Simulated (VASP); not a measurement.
# B6As with r2SCAN: from relaxation to properties, part 3 of 6

Wanted: the relaxed cell of B6As and its properties. The start is a computed cell from the Materials Project.

VASP 6.6.1; r2SCAN; plane waves and PAW (B, As).

So far, gap on the k-mesh (eV): step 2 (relaxing cell and atoms (r2SCAN)) 2.88.

**4. Band structure (r2SCAN)**

The mesh alone shows little of the dispersion and can miss band extrema, so KPOINTS_OPT adds a path through the symmetry points after the self-consistent cycle.

INCAR reads:

```
SYSTEM = B6As
PREC = Accurate
ENCUT = 420
EDIFF = 1E-06
NELM = 100
ISMEAR = 0
SIGMA = 0.05
LREAL = .FALSE.
ALGO = Normal
METAGGA = R2SCAN
LASPH = .TRUE.
NBANDS = 55
LORBIT = 11
LWAVE = .FALSE.
LCHARG = .FALSE.
KPAR = 8
```

POSCAR reads:

```
B6As
1.0
    3.0681974718      1.7714246363      3.9662570784
   -3.0681974718      1.7714246363      3.9662570784
    0.0000000000     -3.5428492726      3.9662570784
B As
12 2
Direct
    0.0151726854      0.0151726854      0.3249499672
    0.0151726854      0.3249499672      0.0151726854
    0.8217650318      0.2726610933      0.8217650318
    0.8217650318      0.8217650318      0.2726610933
    0.2726610933      0.8217650318      0.8217650318
    0.7273389067      0.1782349682      0.1782349682
    0.1782349682      0.7273389067      0.1782349682
    0.1782349682      0.1782349682      0.7273389067
    0.9848273146      0.6750500328      0.9848273146
    0.9848273146      0.9848273146      0.6750500328
    0.6750500328      0.9848273146      0.9848273146
    0.3249499672      0.0151726854      0.0151726854
    0.6004097805      0.6004097805      0.6004097805
    0.3995902195      0.3995902195      0.3995902195
```

KPOINTS reads:

```
Automatic mesh
0
Gamma
6 6 6
0 0 0
```

KPOINTS_OPT reads:

```
Line mode
12
Line-mode
Reciprocal
  0.00000000   0.00000000   0.00000000 GAMMA
  0.50000000   0.00000000   0.00000000 L

  0.50000000   0.00000000   0.00000000 L
  0.50000000   0.29964852  -0.29964852 B1

  0.70035148   0.50000000   0.29964852 B
  0.50000000   0.50000000   0.50000000 Z

  0.50000000   0.50000000   0.50000000 Z
  0.00000000   0.00000000   0.00000000 GAMMA

  0.00000000   0.00000000   0.00000000 GAMMA
  0.39982426   0.00000000  -0.39982426 X

  0.60017574   0.39982426   0.00000000 Q
  0.50000000   0.50000000   0.00000000 F

  0.50000000   0.50000000   0.00000000 F
  0.60017574   0.60017574   0.29964852 P1

  0.60017574   0.60017574   0.29964852 P1
  0.50000000   0.50000000   0.50000000 Z

  0.50000000   0.00000000   0.00000000 L
  0.70035148   0.39982426   0.39982426 P
```

Potentials, in the order of the species: B and As (PBE family, release 64).

Launch:

```
$ mpirun -np 8 vasp_std
```

Output:

```text
[banner, memory and clock lines left out]
running    8 mpi-ranks, on    1 nodes
 distrk:  each k-point on    1 cores,    8 groups
 distr:  one band on    1 cores,    1 groups

 POSCAR found type information on POSCAR B As
 POSCAR found :  2 types and      14 ions
 [... a notice as in an earlier step ...]

 [... a notice as in an earlier step ...]

 LDA part: xc-table for (None), standard interpolation
 POSCAR, INCAR and KPOINTS ok, starting setup
 FFT: planning ... GRIDC
 FFT: planning ... GRID_SOFT
 FFT: planning ... GRID
 WAVECAR not read
 entering main loop
       N       E                     dE             d eps       ncg     rms          rms(c)
DAV:   1     0.476516026094E+02    0.47652E+02   -0.17197E+04  3520   0.651E+02
DAV:   2    -0.127120671490E+03   -0.17477E+03   -0.16509E+03  4301   0.161E+02
DAV:   3    -0.133635504550E+03   -0.65148E+01   -0.64391E+01  4472   0.261E+01
DAV:   4    -0.133663498797E+03   -0.27994E-01   -0.27972E-01  4328   0.182E+00
DAV:   5    -0.133663643210E+03   -0.14441E-03   -0.14440E-03  4319   0.126E-01    0.130E+01
DAV:   6    -0.120973205492E+03    0.12690E+02   -0.32329E+00  3992   0.981E+00    0.740E+00
DAV:   7    -0.120462057812E+03    0.51115E+00   -0.19501E+00  4504   0.592E+00    0.285E+00
DAV:   8    -0.120458700807E+03    0.33570E-02   -0.48090E-01  4182   0.249E+00    0.982E-01
DAV:   9    -0.120458260989E+03    0.43982E-03   -0.18824E-02  4208   0.450E-01    0.522E-01
DAV:  10    -0.120458991054E+03   -0.73007E-03   -0.28061E-03  4322   0.234E-01    0.117E-01
DAV:  11    -0.120459094175E+03   -0.10312E-03   -0.44303E-04  4248   0.810E-02    0.405E-02
DAV:  12    -0.120459094621E+03   -0.44640E-06   -0.55039E-05  4257   0.378E-02    0.124E-02
DAV:  13    -0.120459095685E+03   -0.10640E-05   -0.95999E-06  4168   0.125E-02    0.767E-03
DAV:  14    -0.120459095740E+03   -0.55054E-07   -0.94173E-07  3216   0.444E-03
   1 F= -.12045910E+03 E0= -.12045910E+03  d E =-.225658E-15
 Start KPOINTS_OPT (optional k-point list driver)
k-point batch [1-32\108]
       N       E                     dE             ncg
DAV:   1     0.368207499526E+04   -0.22023E+05     3520
DAV:   2    -0.165323145109E+04   -0.53353E+04     4284
DAV:   3    -0.186041118051E+04   -0.20718E+03     4424
DAV:   4    -0.186128264781E+04   -0.87147E+00     4288
DAV:   5    -0.186128589702E+04   -0.32492E-02     4286
DAV:   6    -0.186128591739E+04   -0.20368E-04     4376
DAV:   7    -0.186128591753E+04   -0.14413E-06     3583
[...]
k-point batch [97-108\108]
       N       E                     dE             ncg
DAV:   1     0.231312448911E+05   -0.10453E+05     1320
DAV:   2     0.210862915513E+05   -0.20450E+04     1634
DAV:   3     0.210065983570E+05   -0.79693E+02     1680
DAV:   4     0.210062721452E+05   -0.32621E+00     1648
DAV:   5     0.210062709125E+05   -0.12327E-02     1595
DAV:   6     0.210062709048E+05   -0.77159E-05     1648
DAV:   7     0.210062709048E+05   -0.53678E-07     1370
```

Elapsed: 2.4 min, on 8 MPI ranks of AMD EPYC 9R45, shared host; peak memory 2.9 GiB.

From OUTCAR (step 4):

```text
The static configuration has the point symmetry D_3d.

 Found     32 irreducible k-points:

   k-points           NKPTS =     32   k-points in BZ     NKDIM =     32   number of bands    NBANDS=     55

   NELECT =      46.0000    total number of electrons

 E-fermi :   4.6440

 k-point     1 :       0.0000    0.0000    0.0000
  band No.  band energies     occupation
    ...
     19       3.0201      2.00000
     20       4.1710      2.00000
     21       4.1710      2.00000
     22       4.3051      2.00000
     23       4.3051      2.00000
     24       9.1629      0.00000
     25       9.4700      0.00000
     26       9.4700      0.00000
     27       9.6737      0.00000
     28      10.6197      0.00000
    ...

 k-point     2 :       0.1667    0.0000    0.0000
  band No.  band energies     occupation
    ...
     19       3.3931      2.00000
     20       3.7519      2.00000
     21       3.9146      2.00000
     22       4.0043      2.00000
     23       4.3146      2.00000
     24       8.8653      0.00000
     25       9.3111      0.00000
     26       9.7688      0.00000
     27       9.8663      0.00000
     28      10.6517      0.00000
    ...

  Total       -0.0015309     -0.0015309      0.0538265      0.0000000      0.0000000      0.0000000
  in kB       -0.0189639     -0.0189639      0.6667588      0.0000000      0.0000000      0.0000000
  external PRESSURE =       0.2096103 kB  Pullay stress =       0.0000000 kB

 POSITION                                       TOTAL-FORCE (eV/Angst)
 -----------------------------------------------------------------------------------
      0.00000     -1.09749      1.40919         0.000000     -0.001212     -0.002177
     -0.95046      0.54875      1.40919        -0.001050      0.000606     -0.002177
      1.68476     -0.97270      7.60011         0.000735     -0.000424      0.000918
      0.00000      1.94539      7.60011         0.000000      0.000849      0.000918
     -1.68476     -0.97270      7.60011        -0.000735     -0.000424      0.000918
      1.68476      0.97270      4.29866         0.000735      0.000424     -0.000918
     -1.68476      0.97270      4.29866        -0.000735      0.000424     -0.000918
      0.00000     -1.94539      4.29866         0.000000     -0.000849     -0.000918
      0.95046     -0.54875     10.48958         0.001050     -0.000606      0.002177
      0.00000      1.09749     10.48958         0.000000      0.001212      0.002177
     -0.95046     -0.54875     10.48958        -0.001050     -0.000606      0.002177
      0.95046      0.54875      1.40919         0.001050      0.000606     -0.002177
      0.00000      0.00000      7.14414         0.000000     -0.000000      0.005727
      0.00000      0.00000      4.75463         0.000000     -0.000000     -0.005727
 -----------------------------------------------------------------------------------
    total drift:                                0.000000      0.000000     -0.000000

  FREE ENERGIE OF THE ION-ELECTRON SYSTEM (eV)
  ---------------------------------------------------
  free  energy   TOTEN  =      -120.4590957402 eV

  energy  without entropy=     -120.4590957402  energy(sigma->0) =     -120.45909574

[... 8 parts as in an earlier step ...]

[... 5 further parts left out ...]
```

Spin-orbit coupling is off here; it would split degenerate levels, and where the valence top consists of them it lifts As p states by about 0.1 eV.

Numbers from this step:

| Quantity | Value |
| --- | --- |
| bands | 55 |
| Fermi energy | 4.644 eV |
| pressure | 0.02096 GPa |
| least gap on mesh and path | 2.879 eV |
| least direct gap on mesh and path | 2.966 eV |

The electronic bands at the labelled points (eV, zero at the valence-band top; v1 is the highest filled band, c1 the lowest empty one):

| point | v4 | v3 | v2 | v1 | c1 | c2 | c3 | c4 |
| --- | --- | --- | --- | --- | --- | --- | --- | --- |
| Γ | -0.21 | -0.21 | -0.08 | -0.08 | 4.78 | 5.09 | 5.09 | 5.29 |
| 0.45 of the way | -0.94 | -0.58 | -0.55 | -0.07 | 4.23 | 4.86 | 5.53 | 5.53 |
| L | -1.42 | -1.40 | -1.17 | -0.11 | 2.88 | 4.48 | 4.96 | 5.46 |
| 0.55 of the way | -1.60 | -1.22 | -0.75 | -0.67 | 3.57 | 4.36 | 5.13 | 5.79 |
| B1 | -1.37 | -1.28 | -1.26 | -0.75 | 4.06 | 4.26 | 4.81 | 5.37 |
| jump to B | -1.37 | -1.28 | -1.26 | -0.75 | 4.06 | 4.26 | 4.81 | 5.37 |
| 0.45 of the way | -1.12 | -1.05 | -0.88 | -0.26 | 3.61 | 3.97 | 4.36 | 4.91 |
| Z | -0.85 | -0.83 | -0.83 | 0.00 | 2.97 | 3.96 | 4.03 | 4.91 |
| 0.45 of the way | -1.46 | -1.05 | -0.51 | -0.51 | 3.27 | 4.34 | 5.02 | 5.02 |
| Γ | -0.21 | -0.21 | -0.08 | -0.08 | 4.78 | 5.09 | 5.09 | 5.29 |
| 0.45 of the way | -0.99 | -0.77 | -0.70 | -0.17 | 4.62 | 5.09 | 5.56 | 5.57 |
| X | -1.45 | -1.34 | -0.91 | -0.27 | 3.74 | 4.22 | 5.10 | 5.85 |
| jump to Q | -1.45 | -1.34 | -0.91 | -0.27 | 3.74 | 4.22 | 5.10 | 5.85 |
| 0.45 of the way | -1.61 | -1.15 | -0.78 | -0.28 | 3.68 | 4.50 | 5.14 | 5.62 |
| F | -1.65 | -1.03 | -0.72 | -0.29 | 3.69 | 4.76 | 5.07 | 5.40 |
| 0.45 of the way | -1.59 | -1.04 | -0.80 | -0.60 | 3.81 | 4.67 | 5.07 | 5.22 |
| P1 | -1.35 | -1.15 | -1.04 | -0.63 | 4.06 | 4.15 | 4.87 | 5.02 |
| 0.45 of the way | -1.04 | -0.99 | -0.84 | -0.20 | 3.47 | 3.98 | 4.27 | 4.93 |
| Z | -0.85 | -0.83 | -0.83 | 0.00 | 2.97 | 3.96 | 4.03 | 4.91 |
| jump to L | -1.42 | -1.40 | -1.17 | -0.11 | 2.88 | 4.48 | 4.96 | 5.46 |
| 0.55 of the way | -1.36 | -1.35 | -1.06 | -0.94 | 3.69 | 4.42 | 4.95 | 5.18 |
| P | -1.35 | -1.15 | -1.04 | -0.63 | 4.06 | 4.15 | 4.87 | 5.02 |

Of the projections kept (B, As), the largest for each band there, as a share of the weight inside these atoms' spheres; weight between the spheres isn't counted:

| point | v4 | v3 | v2 | v1 | c1 | c2 | c3 | c4 |
| --- | --- | --- | --- | --- | --- | --- | --- | --- |
| Γ | B 0.68 | B 0.68 | B 1.00 | B 1.00 | B 0.78 | B 0.82 | B 0.82 | As 0.74 |
| L | B 0.94 | B 0.57 | B 0.81 | B 0.99 | B 0.52 | B 0.90 | B 0.86 | B 0.61 |
| B1 | B 0.83 | B 0.75 | B 0.84 | B 0.95 | B 0.94 | As 0.59 | B 0.79 | B 0.64 |
| B | B 0.83 | B 0.75 | B 0.84 | B 0.95 | B 0.94 | As 0.59 | B 0.79 | B 0.64 |
| Z | B 0.65 | B 0.96 | B 0.96 | B 0.95 | B 0.58 | As 0.61 | B 1.00 | B 0.97 |
| Γ | B 0.68 | B 0.68 | B 1.00 | B 1.00 | B 0.78 | B 0.82 | B 0.82 | As 0.74 |

The path finds the gap of the mesh within 0.02 eV, so the mesh comes close to both band edges.

**5. Total and projected DOS (r2SCAN)**

A density of states needs more k-points than a total energy, and tetrahedra (ISMEAR = -5) or a smearing that fits the mesh; LORBIT projects the states on the PAW spheres. The mesh is finer than in the run before.

INCAR, as its differences from that of step 4:

```diff
@@ -5,3 +5,3 @@
 NELM = 100
-ISMEAR = 0
+ISMEAR = -5
 SIGMA = 0.05
@@ -16 +16,2 @@
 KPAR = 8
+NEDOS = 2001
```

POSCAR is that of step 4.

KPOINTS reads:

```
Automatic mesh
0
Gamma
8 8 8
0 0 0
```

Launch:

```
$ mpirun -np 8 vasp_std
```

Output:

```text
[... set-up lines as in an earlier step ...]
 entering main loop
       N       E                     dE             d eps       ncg     rms          rms(c)
DAV:   1     0.456299493435E+02    0.45630E+02   -0.17344E+04  7150   0.654E+02
DAV:   2    -0.127075231811E+03   -0.17271E+03   -0.16345E+03  8748   0.160E+02
DAV:   3    -0.133634728997E+03   -0.65595E+01   -0.64779E+01  9092   0.262E+01
DAV:   4    -0.133663507111E+03   -0.28778E-01   -0.28754E-01  8773   0.184E+00
DAV:   5    -0.133663655435E+03   -0.14832E-03   -0.14831E-03  8800   0.127E-01    0.130E+01
DAV:   6    -0.120972715634E+03    0.12691E+02   -0.32357E+00  8102   0.982E+00    0.740E+00
DAV:   7    -0.120461977778E+03    0.51074E+00   -0.19573E+00  9132   0.593E+00    0.285E+00
DAV:   8    -0.120458789465E+03    0.31883E-02   -0.48237E-01  8541   0.250E+00    0.985E-01
DAV:   9    -0.120458307445E+03    0.48202E-03   -0.19066E-02  8636   0.453E-01    0.522E-01
DAV:  10    -0.120459023669E+03   -0.71622E-03   -0.28461E-03  8752   0.235E-01    0.117E-01
DAV:  11    -0.120459126761E+03   -0.10309E-03   -0.45179E-04  8541   0.819E-02    0.415E-02
DAV:  12    -0.120459127655E+03   -0.89447E-06   -0.56627E-05  8604   0.382E-02    0.127E-02
DAV:  13    -0.120459128759E+03   -0.11039E-05   -0.97174E-06  8510   0.126E-02    0.777E-03
DAV:  14    -0.120459128800E+03   -0.40948E-07   -0.94473E-07  6460   0.448E-03
   1 F= -.12045913E+03 E0= -.12045913E+03  d E =0.000000E+00
```

It took 2.2 min on 8 MPI ranks; peak memory 3 GiB; 17 min of CPU time.

Parts of OUTCAR (step 5):

```text
   k-points           NKPTS =     65   k-points in BZ     NKDIM =     65   number of bands    NBANDS=     55

   NELECT =      46.0000    total number of electrons

 E-fermi :   4.3838

 k-point     1 :       0.0000    0.0000    0.0000
  band No.  band energies     occupation
    ...
     19       3.0201      2.00000
     20       4.1709      2.00000
     21       4.1709      2.00000
     22       4.3051      2.00000
     23       4.3051      2.00000
     24       9.1629      0.00000
     25       9.4700      0.00000
     26       9.4700      0.00000
     27       9.6737      0.00000
     28      10.6197      0.00000
    ...

  Total       -0.0017802     -0.0017802      0.0541680      0.0000000      0.0000000      0.0000000
  in kB       -0.0220512     -0.0220512      0.6709885      0.0000000      0.0000000      0.0000000
  external PRESSURE =       0.2089620 kB  Pullay stress =       0.0000000 kB

 POSITION                                       TOTAL-FORCE (eV/Angst)
 -----------------------------------------------------------------------------------
      0.00000     -1.09749      1.40919         0.000000     -0.001307     -0.002129
     -0.95046      0.54875      1.40919        -0.001132      0.000654     -0.002129
      1.68476     -0.97270      7.60011         0.000714     -0.000412      0.000869
      0.00000      1.94539      7.60011         0.000000      0.000824      0.000869
     -1.68476     -0.97270      7.60011        -0.000714     -0.000412      0.000869
      1.68476      0.97270      4.29866         0.000714      0.000412     -0.000869
     -1.68476      0.97270      4.29866        -0.000714      0.000412     -0.000869
      0.00000     -1.94539      4.29866         0.000000     -0.000824     -0.000869
      0.95046     -0.54875     10.48958         0.001132     -0.000654      0.002129
      0.00000      1.09749     10.48958         0.000000      0.001307      0.002129
     -0.95046     -0.54875     10.48958        -0.001132     -0.000654      0.002129
      0.95046      0.54875      1.40919         0.001132      0.000654     -0.002129
      0.00000      0.00000      7.14414         0.000000     -0.000000      0.005809
      0.00000      0.00000      4.75463         0.000000     -0.000000     -0.005809
 -----------------------------------------------------------------------------------
    total drift:                                0.000000      0.000000     -0.000000

  FREE ENERGIE OF THE ION-ELECTRON SYSTEM (eV)
  ---------------------------------------------------
  free  energy   TOTEN  =      -120.4591287999 eV

  energy  without entropy=     -120.4591287999  energy(sigma->0) =     -120.45912880

[... 8 parts as in an earlier step ...]

[... 8 further parts left out ...]
```

Numbers from this step:

```yaml
irreducible_k_points: 65
fermi_energy: 4.384 eV
pressure: 0.02090 GPa
```

The density of states has structure finer than the step of the table below, so its rows give means over 1 eV, whole bins alone (the curve runs from -12.0 to 6.62 eV). Peaks (eV: height): total -5.9: 8.21, -2.1: 8.22, -1.1: 8.59, 5.0: 8.47; B p -2.5: 3.79, -2.1: 4.11, -1.1: 4.36, -0.4: 3.28; As p -3.6: 0.875, -3.0: 0.872, -2.1: 0.769, -1.2: 1.08; B s -10.7: 2.33, -7.6: 1.91, -6.5: 1.11, -5.9: 1.76; As d -1.2: 0.0542, 5.0: 0.342, 5.5: 0.195, 6.4: 0.312.

States under -12.0 eV and over 6.6 eV are left out. Density of states against energy, zero at the valence-band top; means over each step; values in states/eV/cell:

```csv
energy (eV),total,B p,As p,B s,As d,As s
-11,3.73,0.563,0.0532,1.61,0.00566,0.351
-10,2.15,0.425,0.0330,0.732,0.00340,0.339
-9,1.02,0.233,0.0192,0.244,0.00190,0.258
-8,1.46,0.405,0.0562,0.423,0.00195,0.00626
-7,3.21,0.989,0.165,0.833,0.00804,0.0301
-6,4.22,1.39,0.264,0.948,0.0164,0.0726
-5,2.43,0.912,0.155,0.406,0.00806,0.0711
-4,3.28,1.18,0.537,0.221,0.0135,0.0207
-3,5.31,2.17,0.643,0.464,0.0291,0.0268
-2,6.52,3.19,0.648,0.334,0.0392,0.0231
-1,6.09,3.08,0.744,0.246,0.0383,0.0118
0,1.63,0.973,0.117,0.0632,0.00707,0.00116
1,0,0,0,0,0,0
2,0,0,0,0,0,0
3,0.384,0.0733,0.0661,0.0196,0.00907,0.0184
4,2.87,0.796,0.338,0.119,0.0685,0.0897
5,4.30,1.38,0.192,0.260,0.156,0.0934
6,3.92,1.18,0.244,0.286,0.169,0.128
```

The gap on this mesh is 2.88 eV. In the top eV of the valence band the largest shares in the PAW spheres are B p 55 % and As p 10 %; in the lowest eV of the conduction band, B p 23 % and As p 15 %. The rest lies in smaller channels or between the spheres.

(Continued in part 4 of 6.)

[Lines on the potential files, build, host, timing and source positions are cut from VASP's logs without a mark.]

[Logs are printed without paths, hosts, clocks, repeated set-up lines and the standing remarks that a program may print on its own settings, such as how far it seeks lower states.]

[Hosts, paths, dates, database ids (printed as entryN), source tags and the programs' standing remarks are cut or masked in the printed files.]

[A measured line is paired with the nearest computed mode of its activity, which favours agreement.]

[In band tables of VASP the shares of atoms and orbitals are scaled to a sum of 1 inside the atoms' spheres.]
